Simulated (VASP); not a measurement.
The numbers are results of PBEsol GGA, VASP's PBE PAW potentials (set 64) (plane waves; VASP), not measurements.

A VASP calculation is set up with these files.

POSCAR:
```
Tl
1
   -3.0546194002     3.0546194002     1.6126537200
    3.0546194002    -3.0546194002     1.6126537200
    3.0546194002     3.0546194002    -1.6126537200
Tl
2
Direct
  0.7500000000   0.2500000000   0.5000000000
  0.0000000000   0.0000000000   0.0000000000
```

### KPOINTS
```
kpoints
0
Gamma
 14 14 14
0 0 0
```

### INCAR
```
LWAVE  =  F
ISIF  =  2   ! forces and stress, cell fixed
EDIFF  =  1E-7
SYSTEM  =  Tl
PREC  =  Accurate
NEDOS  =  601
LORBIT  =  11
NELM  =  100   ! most electronic steps
ALGO  =  Normal   ! blocked Davidson
LASPH  =  T   ! aspherical one-centre terms
ISMEAR  =  -5   ! tetrahedra, Bloechl
LREAL  =  F
ENCUT  =  400   ! plane-wave cut-off (eV)
LCHARG  =  T
LMAXMIX  =  4   ! l cut-off of mixed one-centre charges
GGA  =  PS   ! PBEsol
```

POTCAR, in this order: Tl_d (PBE.64 set). Program: vasp_std.

For a metal the tetrahedron method with Blöchl corrections gives inexact stress and forces. Unless said otherwise, spin-orbit coupling is left out, though it shifts the bands of the heavy elements here.

Question: Predict the energy per atom (σ→0), band gap (on the k-mesh).

Answer: 
```json
{
 "energy per atom (σ→0)": "-2.532 eV/atom",
 "band gap (on the k-mesh)": "none (metal, semimetal or under 0.01 eV)"
}
```

**OSZICAR**
```
...
DAV:   5    -0.513645863227E+01   -0.98052E-04   -0.98076E-04  9556   0.248E-01    0.334E+00
DAV:   6    -0.507414134679E+01    0.62317E-01   -0.12717E-01  8597   0.301E+00    0.231E+00
DAV:   7    -0.506377940146E+01    0.10362E-01   -0.45967E-02  8807   0.179E+00    0.901E-01
DAV:   8    -0.506301484613E+01    0.76456E-03   -0.24687E-03  8851   0.415E-01    0.549E-02
DAV:   9    -0.506301518020E+01   -0.33407E-06   -0.16159E-05 10279   0.366E-02    0.128E-02
DAV:  10    -0.506301817832E+01   -0.29981E-05   -0.23706E-06  8842   0.145E-02    0.770E-04
DAV:  11    -0.506301824802E+01   -0.69702E-07   -0.10956E-07  5468   0.263E-03
   1 F= -.50630182E+01 E0= -.50630182E+01  d E =0.000000E+00
```

The structure was generated: Tl was put into the beta-Sn type (I4_1/amd), which need not be its known phase. It was relaxed first.
